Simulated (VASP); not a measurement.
Crystal: Ba2Tl5V3O12.

```
CELL_PARAMETERS angstrom
7.42637 0.00000 0.00000
-3.71318 6.43142 0.00000
0.00000 0.00000 9.74058
ATOMIC_POSITIONS crystal
Ba 0.33333 0.66667 0.50000
Ba 0.66667 0.33333 0.50000
V 0.50000 0.00000 0.50000
V 0.00000 0.50000 0.50000
V 0.50000 0.50000 0.50000
Tl 0.33333 0.66667 0.76045
Tl 0.66667 0.33333 0.76045
Tl 0.66667 0.33333 0.23955
Tl 0.33333 0.66667 0.23955
Tl 0.00000 0.00000 0.50000
O 0.20822 0.41644 0.36650
O 0.58356 0.79178 0.36650
O 0.20822 0.79178 0.36650
O 0.79178 0.58356 0.36650
O 0.41644 0.20822 0.36650
O 0.79178 0.20822 0.36650
O 0.41644 0.20822 0.63350
O 0.79178 0.58356 0.63350
O 0.79178 0.20822 0.63350
O 0.58356 0.79178 0.63350
O 0.20822 0.41644 0.63350
O 0.20822 0.79178 0.63350
```

The cell was built by a generator and needn't be a form met in nature.

- Program: VASP 6.6.1
- Task: relaxation of cell and atoms
- Functional: PBE
- Potentials or basis: VASP PAW PBE potentials, release 64 (Ba_sv, V_sv, Tl_d, O)
- Cutoff: 520 eV
- k mesh: 2 × 2 × 2
- Occupations: gaussian, width 0.15 eV
- Spin: collinear spin, ferromagnetic start
- Starting moments: [0.0, 0.0, 2.0, 2.0, 2.0, 0.0, 0.0, 0.0, 0.0, 0.0, 0.0, 0.0, 0.0, 0.0, 0.0, 0.0, 0.0, 0.0, 0.0, 0.0, 0.0, 0.0] μB

At the start: pressure 45.6 GPa; volume 21.15 Å³/atom.

Task: Where does the relaxation end?

Result: Over 17 steps the energy falls by 1150.7 meV/atom and the volume is 28.01 Å³/atom (+32.5 %); space group P6/mmm (No. 191, to 0.05 Å); moment 0.08 μB per cell.

The path:
| step | energy change (eV) | largest force (eV/Å) | pressure (GPa) | volume (Å³) |
| --- | --- | --- | --- | --- |
| 1 | 0.0000 | 14.3260 | 45.59 | 465.23 |
| 2 | 5.6966 | 2.0330 | -15.39 | 999.29 |
| 3 | -23.2459 | 1.5782 | -4.13 | 648.96 |
| 4 | -23.7917 | 1.3684 | -2.40 | 629.19 |
| 5 | -24.0513 | 1.0770 | 0.16 | 604.00 |
| 6 | -24.8242 | 0.7752 | 0.13 | 608.50 |
| 7 | -24.9902 | 0.7318 | 0.06 | 611.41 |
| 8 | -25.1773 | 0.4672 | 0.02 | 613.35 |
| 9 | -25.2520 | 0.2774 | 0.30 | 614.81 |
| 10 | -25.2398 | 0.3184 | 0.37 | 617.68 |
| 11 | -25.2757 | 0.1794 | 0.12 | 616.18 |
| 12 | -25.2937 | 0.1033 | -0.20 | 618.64 |
| 13 | -25.2983 | 0.0827 | -0.41 | 620.47 |
| 14 | -25.3095 | 0.0469 | -0.27 | 618.39 |
| 15 | -25.3239 | 0.1294 | 2.76 | 614.04 |
| 16 | -25.3120 | 0.0557 | -0.16 | 617.60 |
| 17 | -25.3146 | 0.0676 | -0.09 | 616.30 |

Final structure:
```cif
data_structure
_symmetry_space_group_name_H-M 'P 1'
_symmetry_Int_Tables_number 1
_cell_length_a 8.2707
_cell_length_b 8.2707
_cell_length_c 10.4035
_cell_angle_alpha 90.000
_cell_angle_beta 90.000
_cell_angle_gamma 120.000
_cell_volume 616.30
loop_
_atom_site_label
_atom_site_type_symbol
_atom_site_fract_x
_atom_site_fract_y
_atom_site_fract_z
_atom_site_occupancy
Ba1 Ba 0.33333 0.66667 0.50000 1
Ba2 Ba 0.66667 0.33333 0.50000 1
V1 V 0.50000 0.00000 0.50000 1
V2 V 0.00000 0.50000 0.50000 1
V3 V 0.50000 0.50000 0.50000 1
Tl1 Tl 0.33333 0.66667 0.80926 1
Tl2 Tl 0.66667 0.33333 0.80926 1
Tl3 Tl 0.66667 0.33333 0.19074 1
Tl4 Tl 0.33333 0.66667 0.19074 1
Tl5 Tl 0.00000 0.00000 0.50000 1
O1 O 0.20485 0.40970 0.37188 1
O2 O 0.59030 0.79515 0.37188 1
O3 O 0.20485 0.79515 0.37188 1
O4 O 0.79515 0.59030 0.37188 1
O5 O 0.40970 0.20485 0.37188 1
O6 O 0.79515 0.20485 0.37188 1
O7 O 0.40970 0.20485 0.62812 1
O8 O 0.79515 0.59030 0.62812 1
O9 O 0.79515 0.20485 0.62812 1
O10 O 0.59030 0.79515 0.62812 1
O11 O 0.20485 0.40970 0.62812 1
O12 O 0.20485 0.79515 0.62812 1
```

Caveat: the k mesh is coarse (spacing up to 0.49 Å⁻¹), so the values aren't converged; the volume moved by over 15 % at a fixed basis, so the end points are rough.
